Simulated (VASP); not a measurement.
Set up this calculation in VASP 6.6.1, as the native input.

| Property | Result |
| --- | --- |
| Task | relaxation of cell and atoms |
| Functional | PBE |
| Potentials or basis | VASP PAW PBE potentials, release 64 (H, Pb_d, N, O) |
| Cutoff | 520 eV |
| k mesh | 4 × 6 × 3 |
| Occupations | gaussian, width 0.15 eV |
| Spin | no spin polarisation |
| Further INCAR settings | PREC = Normal; ALGO = Fast; EDIFF = 0.0001; IBRION = 2; EDIFFG = -0.08; NSW = 24; ISIF = 3 |

The structure of HPbNO4 lies in POSCAR:

```
HPbNO4
1.0
    5.1718768200      0.0000000000      0.0000000000
    0.0000000000      3.0416438400      0.0000000000
   -0.1623968600      0.0000000000      5.5280344300
H Pb N O
1 1 1 4
Direct
    0.5000000000      0.0000000000      0.5000000000
    0.5000000000      0.0000000000      0.0000000000
    0.0000000000      0.5000000000      0.5000000000
    0.1835800000      0.0000000000      0.7205485100
    0.6561639900      0.5000000000      0.7112389800
    0.3438360100      0.5000000000      0.2887610200
    0.8164200000      0.0000000000      0.2794514900
```

The cell was built by a generator and needn't be a form met in nature.

These files were run (other wordings do the same):

INCAR

```
SYSTEM = HPbNO4
ALGO = Fast
EDIFF = 1E-4
EDIFFG = -0.08
ENCUT = 520
GGA = PE
IBRION = 2
ISIF = 3
ISMEAR = 0
LASPH = .True.
LCHARG = .False.
LREAL = .False.
LWAVE = .False.
NELM = 60
NSW = 24
PREC = Normal
SIGMA = 0.15
```

KPOINTS

```
k-points
0
Gamma
  4 6 3
  0 0 0
```

Potentials or basis: VASP PAW PBE potentials, release 64 (H, Pb_d, N, O).

Command:

```sh
$ cat potpaw_PBE.64/H/POTCAR potpaw_PBE.64/Pb_d/POTCAR potpaw_PBE.64/N/POTCAR potpaw_PBE.64/O/POTCAR > POTCAR
$ mpirun -np 1 vasp_std > vasp.out
```

It gave:

```json
{
  "Relaxed volume": "10.13 Å³/atom",
  "Relaxed cell": "a = 4.241 Å, b = 3.185 Å, c = 5.257 Å, α = 90.00°, β = 86.69°, γ = 90.00°",
  "Space group after relaxing (to 0.05 Å)": "P2/m (No. 10)",
  "Energy gained by relaxing": "706.8 meV/atom",
  "Ionic steps": "22",
  "Pressure after relaxing": "0.2 GPa",
  "Largest force after relaxing": "0.055 eV/Å",
  "Band gap on the k mesh": "0.31 eV, indirect (least direct gap 0.82 eV)"
}
```

Caveat: the volume moved by over 15 % at a fixed basis, so the end points are rough; spin-orbit coupling is left out, which as a rule narrows the gap of such compounds by several tenths of an eV; an odd mesh through Γ misses points on the zone boundary, where band edges often lie; the relaxation stopped at a loose force limit of 0.08 eV/Å, so its end isn't a converged minimum.

It took 9.2 min on 1 thread of Intel(R) Xeon(R) Platinum 8175M CPU @ 2.50GHz (Skylake/Cascade Lake), with other jobs on the host, peak memory 0.19 GiB.
